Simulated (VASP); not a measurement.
# LaLuN2 (P6_3/mmc) in VASP: elastic constants with PBE

Aim: the elastic constants of LaLuN2 with PBE.

All numbers are computed with VASP 6.6.1; they aren't measurements. Logs are shortened: lines on timing, memory, paths and dates and some standing lists are left out, and cuts for length are marked.

**1. The structure**

The structure is hexagonal, space group P6_3/mmc (No. 194). Conventional cell: a = 3.489 Å, b = 3.489 Å, c = 11.849 Å, α = 90.00°, β = 90.00°, γ = 120.00°. La (site symmetry -6m2) has 6 N at 2.58 Å as nearest neighbours. Lu (site symmetry -3m) is surrounded by 6 N at 2.42 Å. N (site symmetry 3m) has 3 Lu at 2.42 Å and 3 La at 2.58 Å as nearest neighbours.

The cell was built by a generator and needn't be a form met in nature.

**2. Elastic constants, PBE**

POSCAR

```
LaLuN2
1.0
    3.4887320000      0.0000000000      0.0000000000
   -1.7443660000      3.0213300000      0.0000000000
    0.0000000000      0.0000000000     11.8492500000
La Lu N
2 2 4
Direct
    0.3333330000      0.6666670000      0.2500000000
    0.6666670000      0.3333330000      0.7500000000
    0.0000000000      0.0000000000      0.5000000000
    0.0000000000      0.0000000000      0.0000000000
    0.3333330000      0.6666670000      0.8865930000
    0.6666670000      0.3333330000      0.1134070000
    0.6666670000      0.3333330000      0.3865930000
    0.3333330000      0.6666670000      0.6134070000
```

INCAR.step1

```
SYSTEM = LaLuN2
PREC = Accurate
ENCUT = 520
EDIFF = 1E-8
ISMEAR = 0
SIGMA = 0.1
LREAL = .FALSE.
LASPH = .TRUE.
NELM = 100
ALGO = Normal
ISIF = 3
LWAVE = .FALSE.
LCHARG = .FALSE.
GGA = PE
KPAR = 8
IBRION = 2
NSW = 40
EDIFFG = -0.002
```

INCAR.step2

```
SYSTEM = LaLuN2
PREC = Accurate
ENCUT = 520
EDIFF = 1E-8
ISMEAR = 0
SIGMA = 0.1
LREAL = .FALSE.
LASPH = .TRUE.
NELM = 100
ALGO = Normal
ISIF = 3
LWAVE = .FALSE.
LCHARG = .FALSE.
GGA = PE
KPAR = 8
IBRION = 6
NFREE = 2
POTIM = 0.015
NSW = 1
```

KPOINTS

```
regular mesh
0
G
  7 7 4
  0 0 0
```

Potentials or basis: VASP PAW PBE potentials, release 64 (La, Lu, N).

Run with:

```bash
$ cat potpaw_PBE.64/La/POTCAR potpaw_PBE.64/Lu/POTCAR potpaw_PBE.64/N/POTCAR > POTCAR
$ cp INCAR.step1 INCAR
$ mpirun -np 8 vasp_std > vasp.out
$ cp CONTCAR POSCAR
$ cp INCAR.step2 INCAR
$ mpirun -np 8 vasp_std > vasp.out
```

OUTCAR:

```text
SYSTEM = LaLuN2
   PREC = Accurate
   ENCUT = 520
   EDIFF = 1E-8
   ISMEAR = 0
   LREAL = .FALSE.
   LASPH = .TRUE.
   NELM = 100
   ISIF = 3
   GGA = PE
   IBRION = 6
   NFREE = 2
   POTIM = 0.015
   NSW = 1

 ion  position               nearest neighbor table
   1  0.333  0.667  0.250-   6 2.58   7 2.58   6 2.58   7 2.58   6 2.58   7 2.58   3 3.58   4 3.58
                             3 3.58   4 3.58   3 3.58   4 3.58
   2  0.667  0.333  0.750-   5 2.58   8 2.58   5 2.58   8 2.58   5 2.58   8 2.58   3 3.58   4 3.58
                             3 3.58   4 3.58   3 3.58   4 3.58
   3  0.000  0.000  0.500-   7 2.42   8 2.42   8 2.42   7 2.42   7 2.42   8 2.42   1 3.58   2 3.58
                             1 3.58   2 3.58   1 3.58   2 3.58
   4  0.000  0.000  0.000-   5 2.42   6 2.42   5 2.42   6 2.42   6 2.42   5 2.42   1 3.58   2 3.58
                             1 3.58   2 3.58   1 3.58   2 3.58
   5  0.333  0.667  0.887-   4 2.42   4 2.42   4 2.42   2 2.58   2 2.58   2 2.58
   6  0.667  0.333  0.113-   4 2.42   4 2.42   4 2.42   1 2.58   1 2.58   1 2.58
   7  0.667  0.333  0.387-   3 2.42   3 2.42   3 2.42   1 2.58   1 2.58   1 2.58
   8  0.333  0.667  0.613-   3 2.42   3 2.42   3 2.42   2 2.58   2 2.58   2 2.58

  LATTYP: Found a hexagonal cell.
 ALAT       =     3.4887320000
 C/A-ratio  =     3.3964345785

  Lattice vectors:

 A1 = (   3.4887320000,   0.0000000000,   0.0000000000)
 A2 = (  -1.7443660000,   3.0213300000,   0.0000000000)
 A3 = (   0.0000000000,   0.0000000000,  11.8492500000)

Analysis of symmetry for initial positions (statically):
=====================================================================
 Subroutine PRICEL returns:
 Original cell was already a primitive cell.

 Routine SETGRP: Setting up the symmetry group for a
 hexagonal supercell.

 Subroutine GETGRP returns: Found 24 space group operations
 (whereof 12 operations were pure point group operations)
 out of a pool of 24 trial point group operations.

The static configuration has the point symmetry D_3d.
 The point group associated with its full space group is D_6h.

Analysis of symmetry for dynamics (positions and initial velocities):
=====================================================================
 Subroutine PRICEL returns:
 Original cell was already a primitive cell.

 Routine SETGRP: Setting up the symmetry group for a
 hexagonal supercell.

 Subroutine GETGRP returns: Found 24 space group operations
 (whereof 12 operations were pure point group operations)
 out of a pool of 24 trial point group operations.

The dynamic configuration has the point symmetry D_3d.
 The point group associated with its full space group is D_6h.

 Subroutine INISYM returns: Found 24 space group operations
 (whereof 12 operations are pure point group operations),
 and found     1 'primitive' translations

----------------------------------------------------------------------------------------

                                     Primitive cell

  volume of cell :     124.8983

  direct lattice vectors                    reciprocal lattice vectors
     3.488732000  0.000000000  0.000000000     0.286637093  0.165490033  0.000000000
    -1.744366000  3.021330000  0.000000000     0.000000000  0.330980065  0.000000000
     0.000000000  0.000000000 11.849250000     0.000000000  0.000000000  0.084393527

  length of vectors
     3.488732000  3.488731533 11.849250000     0.330980021  0.330980065  0.084393527

[... 150 lines left out ...]
  Total        0.0112016      0.0112015      0.0030201      0.0000000      0.0000000      0.0000000
  in kB        0.1436918      0.1436918      0.0387418      0.0000000      0.0000000      0.0000000
  external PRESSURE =       0.1087085 kB  Pullay stress =       0.0000000 kB
[... 107 lines left out ...]
  FREE ENERGIE OF THE ION-ELECTRON SYSTEM (eV)
  ---------------------------------------------------
  free  energy   TOTEN  =       -64.0170601547 eV

  energy  without entropy=      -64.0170409342  energy(sigma->0) =      -64.01705054

[... ionic steps 4 to 22 ...]

--------------------------------------- Ionic step       23  -------------------------------------------

 number of electron      91.9999982 magnetization

------------------------ aborting loop because EDIFF is reached ----------------------------------------
[... 79 lines left out ...]
--------------------------------------- Ionic step       25  -------------------------------------------

 number of electron      91.9999981 magnetization

 Free energy of the ion-electron system (eV)
  ---------------------------------------------------
  ext. energy  EPLUGINS =         0.00000000
  ---------------------------------------------------
  free energy    TOTEN  =       -64.03884026 eV

  energy without entropy =      -64.03882279  energy(sigma->0) =      -64.03883153

 E-fermi :   6.7029     XC(G=0): -11.5744

 val. band max:        6.5137835510   @ k =   0.0000   0.0000   0.0000
 cond. band min:       6.9311770382   @ k =   0.4286   0.0000   0.0000
 fundamental gap:      0.4173934871
 Fermi energy:         6.7029186590

 k-point     1 :       0.0000    0.0000    0.0000
  band No.  band energies     occupation
      1     -48.1561      2.00000
      2     -48.1060      2.00000
      3     -25.0050      2.00000
      4     -24.9571      2.00000
      5     -19.0132      2.00000
      6     -18.9621      2.00000
[... 1381 lines left out ...]
     54      10.0169      0.00000
     55      10.2885      0.00000

 [... further k-points ...]

------------------------ aborting loop because EDIFF is reached ----------------------------------------

  FORCE on cell =-STRESS in cart. coord.  units (eV):
  Direction    XX          YY          ZZ          XY          YZ          ZX
  --------------------------------------------------------------------------------------
  -------------------------------------------------------------------------------------
  Total        0.0176523      0.0176523      0.0477943     -0.0000000     -0.0000000      0.0000000
  in kB        0.2264417      0.2264416      0.6130976     -0.0000000     -0.0000000      0.0000000
  external PRESSURE =       0.3553270 kB  Pullay stress =       0.0000000 kB
[... 23 lines left out ...]
  FREE ENERGIE OF THE ION-ELECTRON SYSTEM (eV)
  ---------------------------------------------------
  free  energy   TOTEN  =       -64.0388402648 eV

  energy  without entropy=      -64.0388227871  energy(sigma->0) =      -64.03883153

 INTERNAL STRAIN TENSORS FROM STRAINED CELLS
 ============================================

 INTERNAL STRAIN TENSOR FOR ION    1 for displacements in x,y,z  (eV/Angst):
          X           Y           Z          XY          YZ          ZX
  --------------------------------------------------------------------------------
  x    -0.00000     0.00000     0.00000     0.59018    -0.00000     0.00000
  y     0.59072    -0.58015    -0.00000    -0.00004     0.00009    -0.00009
  z     0.00000    -0.00000     0.00000    -0.00000    -0.00467    -0.00000

 INTERNAL STRAIN TENSORS FROM DISPLACED ATOMS
 ============================================

 INTERNAL STRAIN TENSOR FOR ION    1 for displacements in x,y,z  (eV/Angst):
          X           Y           Z          XY          YZ          ZX
  --------------------------------------------------------------------------------
  x     0.00000     0.00000     0.00000     0.58490     0.00000     0.00000
  y     0.58490    -0.58489     0.00000    -0.00000     0.00000     0.00000
  z     0.00000     0.00000     0.00000     0.00000     0.00000     0.00000

 INTERNAL STRAIN TENSOR FOR ION    8 for displacements in x,y,z  (eV/Angst):
          X           Y           Z          XY          YZ          ZX
  --------------------------------------------------------------------------------
  x     0.00000     0.00000     0.00000    -0.63725     0.00000    -3.12190
  y    -0.63725     0.63725     0.00000     0.00000    -3.12189     0.00000
  z     0.25195     0.25195     2.94906     0.00000     0.00000     0.00000

 Eigenvectors and eigenvalues of the dynamical matrix
 ----------------------------------------------------

   1 f  =   16.299199 THz   102.410891 2PiTHz  543.682772 cm-1    67.408042 meV
             X         Y         Z           dx          dy          dz
     -0.000002  2.014221  2.962312     0.000000   -0.000000    0.000000
      1.744368  1.007109  8.886938    -0.000000   -0.000000   -0.000000
      0.000000  0.000000  5.924625     0.000000   -0.000000   -0.000000
      0.000000  0.000000  0.000000     0.000000   -0.000000    0.000000
     -0.000002  2.014221 10.505462     0.000000    0.000000   -0.500000
      1.744368  1.007109  1.343788    -0.000000    0.000000    0.500000
      1.744368  1.007109  4.580837    -0.000000    0.000000   -0.500000
     -0.000002  2.014221  7.268413     0.000000    0.000000    0.500000
[... 243 lines left out ...]
  24 f/i=    0.009681 THz     0.060827 2PiTHz    0.322920 cm-1     0.040037 meV
             X         Y         Z           dx          dy          dz
     -0.000002  2.014221  2.962312    -0.450073   -0.000002   -0.000000
      1.744368  1.007109  8.886938    -0.450073   -0.000002   -0.000000
      0.000000  0.000000  5.924625    -0.506095   -0.000003   -0.000000
      0.000000  0.000000  0.000000    -0.506095   -0.000003   -0.000000
     -0.000002  2.014221 10.505462    -0.143706   -0.000001   -0.000000
      1.744368  1.007109  1.343788    -0.143706   -0.000001   -0.000000
      1.744368  1.007109  4.580837    -0.143706   -0.000001   -0.000000
     -0.000002  2.014221  7.268413    -0.143706   -0.000001   -0.000000

--------------------------------------------------------------------------------------------------------

 ELASTIC MODULI CONTR FROM IONIC RELAXATION (kBar)
 Direction    XX          YY          ZZ          XY          YZ          ZX
 --------------------------------------------------------------------------------
 XX         -10.4260      9.9979     -2.5051      0.0000      0.0000     -0.0000
 YY           9.9979    -10.4259     -2.5051     -0.0000     -0.0000      0.0000
 ZZ          -2.5051     -2.5051    -29.3218      0.0000      0.0000      0.0000
 XY           0.0000     -0.0000      0.0000    -10.2119     -0.0000      0.0000
 YZ           0.0000     -0.0000      0.0000     -0.0000    -98.0482     -0.0000
 ZX          -0.0000      0.0000      0.0000      0.0000     -0.0000    -98.0486
 --------------------------------------------------------------------------------

 TOTAL ELASTIC MODULI (kBar)
 Direction    XX          YY          ZZ          XY          YZ          ZX
 --------------------------------------------------------------------------------
 XX        2505.3247    878.7754    663.3204      0.0000      0.0000     -0.0000
 YY         878.7754   2505.3229    663.3201     -0.0000     -0.0000      0.0000
 ZZ         663.3204    663.3201   3378.7653      0.0000      0.0000      0.0000
 XY           0.0000     -0.0000      0.0000    813.2742     -0.0000      0.0000
 YZ           0.0000     -0.0000      0.0000     -0.0000    721.4148     -0.0000
 ZX          -0.0000      0.0000      0.0000      0.0000     -0.0000    721.4149
 --------------------------------------------------------------------------------
```

It took 21 min on 8 MPI ranks of AMD EPYC 9R45 (Zen 5), shared host; peak memory 1.1 GiB.

Results:

```yaml
Voigt_bulk_modulus: 142 GPa
Highest_phonon_frequency_at_Γ_LO-TO_splitting_left_out: 544 cm⁻¹
```

Phonon frequencies in cm⁻¹ (negative: imaginary):
| q point | frequencies |
| --- | --- |
| (0.000, 0.000, 0.000) | 0 0 0 60 60 87 87 93 93 129 147 163 171 171 222 226 226 315 315 327 327 516 528 544 |

Elastic tensor in Voigt notation (GPa, in the Cartesian axes of the cell as first typed):
```
251  88  66   0   0   0
 88 251  66   0   0   0
 66  66 338   0   0   0
  0   0   0  72   0   0
  0   0   0   0  72   0
  0   0   0   0   0  81
```

Clamped-ion elastic tensor (GPa):
```
252  87  67   0   0   0
 87 252  67   0   0   0
 67  67 341   0   0   0
  0   0   0  82   0   0
  0   0   0   0  82   0
  0   0   0   0   0  82
```
